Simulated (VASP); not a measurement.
Level of theory: PBEsol GGA, VASP's PBE PAW potentials (set 64) (plane waves; VASP).

Input for VASP

**INCAR**
```
# general
SYSTEM   =  HfSi
PREC     =  Accurate
ENCUT    =  400
LREAL    =  .False.
LASPH    =  .True.

# electronic loop
EDIFF    =  1E-6
NELM     =  100
ALGO     =  Normal
LMAXMIX  =  6

# smearing
ISMEAR   =  1
SIGMA    =  0.1

# functional
GGA      =  PS

# ions
IBRION   =  2
NSW      =  60
ISIF     =  3
EDIFFG   =  -0.01

# output
LWAVE    =  .False.
LCHARG   =  .False.
```

**POSCAR**
```
HfSi
1
   -0.0000000000     2.9924664732     2.9924664732
    2.9924664732     0.0000000000     2.9924664732
    2.9924664732     2.9924664732     0.0000000000
Hf Si
1 1
Direct
  0.0000000000   0.0000000000   0.0000000000
  0.2500000000   0.2500000000   0.2500000000
```

### KPOINTS
```
Automatic mesh
0
Gamma
10 10 10
0 0 0
```

POTCAR, in this order: Hf_pv Si (PBE.64 set). Program: vasp_std.

The run wrote:

### OSZICAR
```
       N       E                     dE             d eps       ncg     rms          rms(c)
DAV:   1     0.152413827463E+02    0.15241E+02   -0.63422E+03  1130   0.890E+02
DAV:   2    -0.153658796103E+02   -0.30607E+02   -0.28489E+02  1268   0.154E+02
DAV:   3    -0.166271587569E+02   -0.12613E+01   -0.12479E+01  1307   0.237E+01
DAV:   4    -0.166501943363E+02   -0.23036E-01   -0.22990E-01  1442   0.354E+00
DAV:   5    -0.166505475345E+02   -0.35320E-03   -0.35308E-03  1388   0.334E-01    0.415E+01
DAV:   6    -0.151150115947E+02    0.15355E+01   -0.46427E+00  1157   0.106E+01    0.260E+01
DAV:   7    -0.150846930667E+02    0.30319E-01   -0.11115E+00  1394   0.555E+00    0.540E+00
DAV:   8    -0.150530424846E+02    0.31651E-01   -0.35169E-01  1158   0.291E+00    0.130E+00
DAV:   9    -0.150489021943E+02    0.41403E-02   -0.30762E-02  1210   0.101E+00    0.281E-01
DAV:  10    -0.150489694554E+02   -0.67261E-04   -0.88911E-04  1277   0.220E-01    0.134E-01
DAV:  11    -0.150489649868E+02    0.44687E-05   -0.47249E-05  1289   0.451E-02    0.116E-01
DAV:  12    -0.150489603938E+02    0.45929E-05   -0.13709E-05  1258   0.213E-02    0.113E-02
DAV:  13    -0.150489603929E+02    0.87505E-09   -0.50342E-07   819   0.570E-03
   1 F= -.15048960E+02 E0= -.15049246E+02  d E =-.150490E+02
```

OUTCAR:
```
------------------------ aborting loop because EDIFF is reached ----------------------------------------
  FORCE on cell =-STRESS in cart. coord.  units (eV):
  Direction    XX          YY          ZZ          XY          YZ          ZX
  --------------------------------------------------------------------------------------
  Total       -0.0050040     -0.0050040     -0.0050040     -0.0000000     -0.0000000     -0.0000000
  in kB       -0.1495937     -0.1495937     -0.1495937     -0.0000000     -0.0000000     -0.0000000
  external PRESSURE =      -0.1495937 kB  Pullay stress =       0.0000000 kB
  volume of cell :       53.59
      direct lattice vectors                 reciprocal lattice vectors
     0.000000000  2.992466473  2.992466473    -0.167086250  0.167086250  0.167086250
     2.992466473  0.000000000  2.992466473     0.167086250 -0.167086250  0.167086250
     2.992466473  2.992466473  0.000000000     0.167086250  0.167086250 -0.167086250
 POSITION                                       TOTAL-FORCE (eV/Angst)
 -----------------------------------------------------------------------------------
      0.00000      0.00000      0.00000         0.000000     -0.000000      0.000000
      1.49623      1.49623      1.49623        -0.000000      0.000000     -0.000000
 -----------------------------------------------------------------------------------
    total drift:                                0.000000      0.000000      0.000000
  FREE ENERGIE OF THE ION-ELECTRON SYSTEM (eV)
  ---------------------------------------------------
  free  energy   TOTEN  =       -15.0489603929 eV

  energy  without entropy=      -15.0498159589  energy(sigma->0) =      -15.04924558

 reached required accuracy - stopping structural energy minimisation
```
(Selected blocks of OUTCAR.)

The structure was generated: HfSi was put into the zinc blende type (F-43m), which need not be its known phase. It was relaxed first, which changed the volume by -26 %. The start is the result of an earlier pass.
